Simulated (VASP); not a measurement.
# How smearing and number of MPI ranks change a VASP run on Bi4Te3 (Pilsenite), part 3 of 3

How sensitive are energy, pressure and forces of Bi4Te3 (Pilsenite) to the smearing and number of MPI ranks? The series runs use r2SCAN. The start is a cell from a database of measured crystal structures.

VASP 6.6.1; r2SCAN; plane waves and PAW (Bi_d, Te).

Still holding for the runs below: Spin-orbit coupling is off here; with elements this heavy it splits and shifts levels by tenths of an eV or more.

So far. Step 11 (Smearing: ISMEAR = 2, SIGMA = 0.5): Against the run before the energy at zero width moves by +0.22 meV an atom while the pressure stays within 0.01 GPa, after 16 cycles in 55 s. The entropy term T·S comes to 7.03 meV an atom in size.

### Step 12. Smearing: ISMEAR = -5

INCAR

```
SYSTEM = Bi4Te3
PREC = Accurate
ENCUT = 400
EDIFF = 1E-06
NELM = 100
ISMEAR = -5
SIGMA = 0.05
LREAL = .FALSE.
ALGO = Normal
METAGGA = R2SCAN
LASPH = .TRUE.
NBANDS = 48
LORBIT = 11
LWAVE = .FALSE.
LCHARG = .FALSE.
KPAR = 8
ISIF = 2
```

POSCAR

```
Bi4Te3
1.0
   -4.4510000000      0.0000000000      0.0000000000
    2.2255000000     -3.8546790723      0.0000000000
    2.2255000000      1.2848930241     13.9626666667
Bi Te
4 3
Direct
    0.4343333334      0.7171666667      0.1515000001
    0.5656666666      0.2828333333      0.8484999999
    0.2920000000      0.1460000000      0.4380000000
    0.7080000000      0.8540000000      0.5620000000
    0.0000000000      0.0000000000      0.0000000000
    0.8520666666      0.4260333333      0.2780999999
    0.1479333334      0.5739666667      0.7219000001
```

KPOINTS

```
Automatic mesh
0
Gamma
5 5 5
0 0 0
```

PAW data sets: Bi_d and Te (PBE family, release 64).

On the command line:

```bash
mpirun -np 8 vasp_std
```

The program printed:

```text
[... set-up lines as in an earlier step ...]
 entering main loop
       N       E                     dE             d eps       ncg     rms          rms(c)
DAV:   1     0.488513876391E+03    0.48851E+03   -0.33209E+04  1824   0.145E+03
DAV:   2    -0.231811299937E+03   -0.72033E+03   -0.70240E+03  1840   0.425E+02
DAV:   3    -0.323490993562E+03   -0.91680E+02   -0.88588E+02  2264   0.173E+02
[... 11 cycles as in an earlier step ...]
DAV:  15    -0.311376116916E+03    0.82193E-06   -0.73435E-07  1128   0.622E-03
   1 F= -.31137612E+03 E0= -.31137612E+03  d E =0.000000E+00
```

Run time: 52 s. Hardware: 8 MPI ranks of Intel Xeon 6975P-C (Granite Rapids), shared host; peak memory 3.2 GiB; 6.8 min of CPU time.

From OUTCAR (step 12):

```text
  Total        0.6618804      0.6618804     -0.4528467      0.0000000     -0.0000000      0.0000000
  in kB        4.4266576      4.4266576     -3.0286397      0.0000000     -0.0000000      0.0000000
  external PRESSURE =       1.9415585 kB  Pullay stress =       0.0000000 kB

 POSITION                                       TOTAL-FORCE (eV/Angst)
 -----------------------------------------------------------------------------------
      0.00000     -2.56979      2.11534         0.000000      0.000000     -0.128514
     -0.00000      0.00000     11.84732        -0.000000     -0.000000      0.128514
      0.00000      0.00000      6.11565        -0.000000      0.000000      0.641009
     -0.00000     -2.56979      7.84702         0.000000      0.000000     -0.641009
      0.00000      0.00000      0.00000        -0.000000      0.000000      0.000000
     -2.22550     -1.28489      3.88302        -0.000000      0.000000     -0.607388
      2.22550     -1.28489     10.07965         0.000000     -0.000000      0.607388
 -----------------------------------------------------------------------------------
    total drift:                                0.000000     -0.000000      0.000000

[... 4 parts as in an earlier step ...]

[... 1 further part left out ...]
[key lines of the parts left out:]
E-fermi :   6.4273
```

Against the first of the series the energy at zero width stays within 0.01 meV an atom and the pressure within 0.01 GPa, after 15 cycles in 52 s.

### Step 13. The smearing series as a table

This step: convergence of r2SCAN results with the smearing; plane waves and PAW (VASP 6.6.1).

No new run; the numbers come from the runs before.

Differences are taken from the run with ISMEAR = 0, SIGMA = 0.01. Results of the series, by row:

| setting | status | energy less the reference (meV/atom) | pressure (GPa) | largest force difference (meV/Å) | gap (eV) | SCF cycles | wall time (s) |
| --- | --- | --- | --- | --- | --- | --- | --- |
| ISMEAR = 0, SIGMA = 0.01 | converged | 0 | 0.1942 | 0 | 0.3037 | 15 | 51 |
| ISMEAR = 0, SIGMA = 0.05 | converged | 8.57e-6 | 0.1942 | 0.001 | 0.3037 | 15 | 51 |
| ISMEAR = 0, SIGMA = 0.1 | converged | 0.01619 | 0.1936 | 0.374 | 0.3037 | 15 | 51 |
| ISMEAR = 0, SIGMA = 0.2 | converged | 0.2985 | 0.1893 | 3.837 | 0.3038 | 15 | 51 |
| ISMEAR = 0, SIGMA = 0.5 | converged | 5.123 | 0.2038 | 60.32 | 0.3047 | 15 | 51 |
| ISMEAR = 2, SIGMA = 0.01 | converged | 0 | 0.1942 | 0 | 0.3037 | 15 | 51 |
| ISMEAR = 2, SIGMA = 0.05 | converged | 0.004867 | 0.194 | 0.019 | 0.3037 | 15 | 51 |
| ISMEAR = 2, SIGMA = 0.1 | converged | 0.01013 | 0.1918 | 0.262 | 0.3037 | 15 | 51 |
| ISMEAR = 2, SIGMA = 0.2 | converged | 0.05722 | 0.1871 | 3.794 | 0.3038 | 15 | 52 |
| ISMEAR = 2, SIGMA = 0.5 | converged | 0.2752 | 0.1918 | 44.88 | 0.3035 | 16 | 55 |
| ISMEAR = -5 | converged | 0 | 0.1942 | 0 | 0.3037 | 15 | 52 |

### Step 14. Number of MPI ranks: 1 ranks

This step: r2SCAN; plane waves and PAW (Bi_d, Te) (VASP 6.6.1).

The same run on more MPI ranks shows how well it scales.

INCAR, as its differences from that of step 12:

```diff
@@ -5,3 +5,3 @@
 NELM = 100
-ISMEAR = -5
+ISMEAR = -1
 SIGMA = 0.05
@@ -15,3 +15,2 @@
 LCHARG = .FALSE.
-KPAR = 8
 ISIF = 2
```

POSCAR is that of step 12.

KPOINTS is that of step 12.

On the command line:

```bash
mpirun -np 1 vasp_std
```

The program printed:

```text
[banner, memory and clock lines left out]
running    1 mpi-ranks, on    1 nodes
 distrk:  each k-point on    1 cores,    1 groups
 distr:  one band on    1 cores,    1 groups

 POSCAR found type information on POSCAR BiTe
 POSCAR found :  2 types and       7 ions
 [... a notice as in an earlier step ...]

 LDA part: xc-table for (None), standard interpolation
 POSCAR, INCAR and KPOINTS ok, starting setup
 FFT: planning ... GRIDC
 FFT: planning ... GRID_SOFT
 FFT: planning ... GRID
 WAVECAR not read
 entering main loop
       N       E                     dE             d eps       ncg     rms          rms(c)
DAV:   1     0.488503248092E+03    0.48850E+03   -0.33209E+04  1824   0.145E+03
DAV:   2    -0.231814413576E+03   -0.72032E+03   -0.70216E+03  1840   0.425E+02
DAV:   3    -0.323491365350E+03   -0.91677E+02   -0.88428E+02  2264   0.173E+02
DAV:   4    -0.328109985875E+03   -0.46186E+01   -0.45791E+01  2112   0.411E+01
DAV:   5    -0.328351431802E+03   -0.24145E+00   -0.24138E+00  2568   0.862E+00    0.727E+00
DAV:   6    -0.311319444227E+03    0.17032E+02   -0.45357E+00  2088   0.222E+01    0.610E+00
DAV:   7    -0.311347209051E+03   -0.27765E-01   -0.40082E-01  2080   0.337E+00    0.274E+00
DAV:   8    -0.311375439893E+03   -0.28231E-01   -0.12458E-01  2016   0.192E+00    0.622E-01
DAV:   9    -0.311375787567E+03   -0.34767E-03   -0.83393E-03  2456   0.494E-01    0.422E-01
DAV:  10    -0.311376377065E+03   -0.58950E-03   -0.35872E-03  2008   0.346E-01    0.111E-01
DAV:  11    -0.311376424891E+03   -0.47827E-04   -0.27060E-04  2216   0.950E-02    0.644E-02
DAV:  12    -0.311376481692E+03   -0.56801E-04   -0.10871E-04  1976   0.556E-02    0.278E-02
DAV:  13    -0.311376485188E+03   -0.34963E-05   -0.16279E-05  2384   0.282E-02    0.725E-03
DAV:  14    -0.311376486628E+03   -0.14396E-05   -0.46529E-06  1760   0.121E-02    0.318E-03
DAV:  15    -0.311376485737E+03    0.89151E-06   -0.73549E-07  1112   0.646E-03
   1 F= -.31137649E+03 E0= -.31137561E+03  d E =-.174393E-02
```

Wall time 4.5 min (1 MPI rank); peak memory 0.36 GiB.

Parts of OUTCAR (step 14):

```text
   NELECT =      78.0000    total number of electrons

 E-fermi :   6.4827

 k-point     1 :       0.0000    0.0000    0.0000
  band No.  band energies     occupation
    ...
     35       4.8579      2.00000
     36       4.8579      2.00000
     37       5.6917      2.00000
     38       5.6917      2.00000
     39       6.1489      1.99748
     40       7.0261      0.00004
     41       7.0262      0.00004
     42       7.3101      0.00000
     43       7.3864      0.00000
     44       7.3864      0.00000
    ...

  Total        0.6565873      0.6565873     -0.4487933      0.0000000      0.0000000      0.0000000
  in kB        4.3912569      4.3912569     -3.0015302      0.0000000      0.0000000      0.0000000
  external PRESSURE =       1.9269945 kB  Pullay stress =       0.0000000 kB

 POSITION                                       TOTAL-FORCE (eV/Angst)
 -----------------------------------------------------------------------------------
      0.00000     -2.56979      2.11534         0.000000      0.000000     -0.129280
     -0.00000      0.00000     11.84732        -0.000000     -0.000000      0.129280
      0.00000      0.00000      6.11565         0.000000      0.000000      0.640779
     -0.00000     -2.56979      7.84702        -0.000000      0.000000     -0.640779
      0.00000      0.00000      0.00000        -0.000000      0.000000      0.000000
     -2.22550     -1.28489      3.88302         0.000000      0.000000     -0.606186
      2.22550     -1.28489     10.07965        -0.000000     -0.000000      0.606186
 -----------------------------------------------------------------------------------
    total drift:                                0.000000     -0.000000      0.000000

  FREE ENERGIE OF THE ION-ELECTRON SYSTEM (eV)
  ---------------------------------------------------
  free  energy   TOTEN  =      -311.3764857366 eV

  energy  without entropy=     -311.3747418108  energy(sigma->0) =     -311.37561377

[... 8 parts as in an earlier step ...]

[... 9 further parts left out ...]
```

Numbers from this step:

- free energy (TOTEN): -311.3765 eV
- energy at zero smearing: -311.3756 eV
- Fermi energy: 6.483 eV
- pressure: 0.1927 GPa

The series starts at -44.4822 eV an atom and 0.19 GPa, after 15 cycles in 4.5 min.

### Step 15. Number of MPI ranks: 2 ranks

INCAR, as its differences from that of step 14:

```diff
@@ -15,2 +15,3 @@
 LCHARG = .FALSE.
+KPAR = 2
 ISIF = 2
```

POSCAR is that of step 14.

KPOINTS is that of step 14.

On the command line:

```bash
mpirun -np 2 vasp_std
```

The program printed:

```text
[banner, memory and clock lines left out]
running    2 mpi-ranks, on    1 nodes
[...]
[... a notice as in an earlier step ...]

 LDA part: xc-table for (None), standard interpolation
 POSCAR, INCAR and KPOINTS ok, starting setup
[...]
entering main loop
       N       E                     dE             d eps       ncg     rms          rms(c)
[... 12 cycles as in an earlier step ...]
DAV:  13    -0.311376485189E+03   -0.34965E-05   -0.16279E-05  2384   0.282E-02    0.725E-03
DAV:  14    -0.311376486628E+03   -0.14395E-05   -0.46529E-06  1760   0.121E-02    0.318E-03
DAV:  15    -0.311376485737E+03    0.89130E-06   -0.73548E-07  1112   0.646E-03
   1 F= -.31137649E+03 E0= -.31137561E+03  d E =-.174393E-02
```

Wall time 2.5 min (2 MPI ranks); peak memory 0.7 GiB; 4.9 min of CPU time.

From OUTCAR (step 15):

```text
  Total        0.6565873      0.6565873     -0.4487933      0.0000000      0.0000000      0.0000000
  in kB        4.3912568      4.3912568     -3.0015303      0.0000000      0.0000000      0.0000000
  external PRESSURE =       1.9269945 kB  Pullay stress =       0.0000000 kB

 POSITION                                       TOTAL-FORCE (eV/Angst)
 -----------------------------------------------------------------------------------
      0.00000     -2.56979      2.11534        -0.000000     -0.000000     -0.129280
     -0.00000      0.00000     11.84732         0.000000      0.000000      0.129280
      0.00000      0.00000      6.11565         0.000000      0.000000      0.640779
     -0.00000     -2.56979      7.84702        -0.000000     -0.000000     -0.640779
      0.00000      0.00000      0.00000        -0.000000      0.000000      0.000000
     -2.22550     -1.28489      3.88302         0.000000     -0.000000     -0.606186
      2.22550     -1.28489     10.07965        -0.000000      0.000000      0.606186
 -----------------------------------------------------------------------------------
    total drift:                                0.000000     -0.000000      0.000000

  FREE ENERGIE OF THE ION-ELECTRON SYSTEM (eV)
  ---------------------------------------------------
  free  energy   TOTEN  =      -311.3764857367 eV

[... 3 parts as in an earlier step ...]

[... 1 further part left out ...]
[key lines of the parts left out:]
E-fermi :   6.4827
```

Against the first of the series the energy stays within 0.01 meV an atom and the pressure within 0.01 GPa, after 15 cycles in 2.5 min.

### Step 16. Number of MPI ranks: 4 ranks

INCAR, as its differences from that of step 15:

```diff
@@ -15,3 +15,3 @@
 LCHARG = .FALSE.
-KPAR = 2
+KPAR = 4
 ISIF = 2
```

POSCAR is that of step 15.

KPOINTS is that of step 15.

On the command line:

```bash
mpirun -np 4 vasp_std
```

The program printed:

```text
[banner, memory and clock lines left out]
running    4 mpi-ranks, on    1 nodes
[...]
[... a notice as in an earlier step ...]

 LDA part: xc-table for (None), standard interpolation
 POSCAR, INCAR and KPOINTS ok, starting setup
[...]
entering main loop
       N       E                     dE             d eps       ncg     rms          rms(c)
[... 11 cycles as in an earlier step ...]
DAV:  12    -0.311376481692E+03   -0.56800E-04   -0.10871E-04  1976   0.556E-02    0.278E-02
DAV:  13    -0.311376485188E+03   -0.34966E-05   -0.16279E-05  2384   0.282E-02    0.725E-03
[... 1 cycle as in an earlier step ...]
DAV:  15    -0.311376485737E+03    0.89134E-06   -0.73548E-07  1112   0.646E-03
   1 F= -.31137649E+03 E0= -.31137561E+03  d E =-.174393E-02
```

The job ended after 78 s (4 MPI ranks; peak memory 1.5 GiB).

Parts of OUTCAR (step 16):

```text
  Total        0.6565873      0.6565873     -0.4487933      0.0000000     -0.0000000      0.0000000
  in kB        4.3912570      4.3912570     -3.0015302      0.0000000     -0.0000000      0.0000000
  external PRESSURE =       1.9269946 kB  Pullay stress =       0.0000000 kB

 POSITION                                       TOTAL-FORCE (eV/Angst)
 -----------------------------------------------------------------------------------
      0.00000     -2.56979      2.11534        -0.000000      0.000000     -0.129280
     -0.00000      0.00000     11.84732         0.000000     -0.000000      0.129280
      0.00000      0.00000      6.11565         0.000000      0.000000      0.640779
     -0.00000     -2.56979      7.84702        -0.000000     -0.000000     -0.640779
      0.00000      0.00000      0.00000        -0.000000      0.000000      0.000000
     -2.22550     -1.28489      3.88302        -0.000000     -0.000000     -0.606186
      2.22550     -1.28489     10.07965         0.000000      0.000000      0.606186
 -----------------------------------------------------------------------------------
    total drift:                                0.000000     -0.000000      0.000000

[... 4 parts as in an earlier step ...]

[... 1 further part left out ...]
[key lines of the parts left out:]
E-fermi :   6.4827
```

Against the first of the series the energy stays within 0.01 meV an atom and the pressure within 0.01 GPa, after 15 cycles in 78 s.

### Step 17. Number of MPI ranks: 8 ranks

INCAR, as its differences from that of step 16:

```diff
@@ -15,3 +15,3 @@
 LCHARG = .FALSE.
-KPAR = 4
+KPAR = 8
 ISIF = 2
```

POSCAR is that of step 16.

KPOINTS is that of step 16.

On the command line:

```bash
mpirun -np 8 vasp_std
```

The program printed:

```text
[... set-up lines as in an earlier step ...]
 entering main loop
       N       E                     dE             d eps       ncg     rms          rms(c)
[... 14 cycles as in an earlier step ...]
DAV:  15    -0.311376485737E+03    0.89120E-06   -0.73548E-07  1112   0.646E-03
   1 F= -.31137649E+03 E0= -.31137561E+03  d E =-.174393E-02
```

The job ended after 60 s (8 MPI ranks; peak memory 3.1 GiB; 6.8 min of CPU time).

OUTCAR, selected parts (step 17):

```text
  Total        0.6565873      0.6565873     -0.4487933      0.0000000      0.0000000     -0.0000000
  in kB        4.3912569      4.3912569     -3.0015302      0.0000000      0.0000000     -0.0000000
  external PRESSURE =       1.9269946 kB  Pullay stress =       0.0000000 kB

 POSITION                                       TOTAL-FORCE (eV/Angst)
 -----------------------------------------------------------------------------------
      0.00000     -2.56979      2.11534         0.000000     -0.000000     -0.129280
     -0.00000      0.00000     11.84732        -0.000000      0.000000      0.129280
      0.00000      0.00000      6.11565        -0.000000      0.000000      0.640779
     -0.00000     -2.56979      7.84702         0.000000     -0.000000     -0.640779
      0.00000      0.00000      0.00000        -0.000000      0.000000     -0.000000
     -2.22550     -1.28489      3.88302         0.000000      0.000000     -0.606186
      2.22550     -1.28489     10.07965        -0.000000      0.000000      0.606186
 -----------------------------------------------------------------------------------
    total drift:                                0.000000     -0.000000      0.000000

  FREE ENERGIE OF THE ION-ELECTRON SYSTEM (eV)
  ---------------------------------------------------
  free  energy   TOTEN  =      -311.3764857369 eV

  energy  without entropy=     -311.3747418110  energy(sigma->0) =     -311.37561377

[... 2 parts as in an earlier step ...]

[... 1 further part left out ...]
[key lines of the parts left out:]
E-fermi :   6.4827
```

Against the first of the series the energy stays within 0.01 meV an atom and the pressure within 0.01 GPa, after 15 cycles in 60 s.

### Step 18. The number of MPI ranks series as a table

This step: convergence of r2SCAN results with the layout; plane waves and PAW (VASP 6.6.1).

No new run; the numbers come from the runs before.

Differences are taken from the run with 1 ranks. Results of the series, by row:

| setting | status | energy less the reference (meV/atom) | pressure (GPa) | largest force difference (meV/Å) | gap (eV) | SCF cycles | wall time (s) |
| --- | --- | --- | --- | --- | --- | --- | --- |
| 1 ranks | converged | 0 | 0.1927 | 0 | 0.3037 | 15 | 269 |
| 2 ranks | converged | 0 | 0.1927 | 0 | 0.3037 | 15 | 147 |
| 4 ranks | converged | 0 | 0.1927 | 0 | 0.3037 | 15 | 78 |
| 8 ranks | converged | 0 | 0.1927 | 0 | 0.3037 | 15 | 60 |

### Step 19. What came out

```
spread of the pressure over the smearing : 0.0167 GPa
spread of the energy over the smearing   : 5.12 meV/atom
wall time from fewest to most ranks      : 4.5 min to 60 s
```

In words: The usual rule keeps the entropy term T·S under 1 meV an atom, which holds up to a width of 0.1 eV for Gaussian and 0.2 eV for second-order Methfessel-Paxton. Farthest in energy from the narrowest smearing lies ISMEAR = 0, SIGMA = 0.5 (+5.1 meV an atom, +0.01 GPa, 60.3 meV/Å in forces). Methfessel-Paxton smearing is made for metals and can give negative occupations at band edges. On 8 ranks the run uses the cores at 56 % of the efficiency of 1. Going from 1 ranks to 8 ranks shortens the run by a factor of 4.5; on a shared host such times are rough.

[Lines on the potential files, build, host, timing and source positions are cut from VASP's logs without a mark.]

[Logs are printed without paths, hosts, clocks, repeated set-up lines and the standing remarks that a program may print on its own settings, such as how far it seeks lower states.]

[Hosts, paths, dates, database ids (printed as entryN), source tags and the programs' standing remarks are cut or masked in the printed files.]

[A measured line is paired with the nearest computed mode of its activity, which favours agreement.]
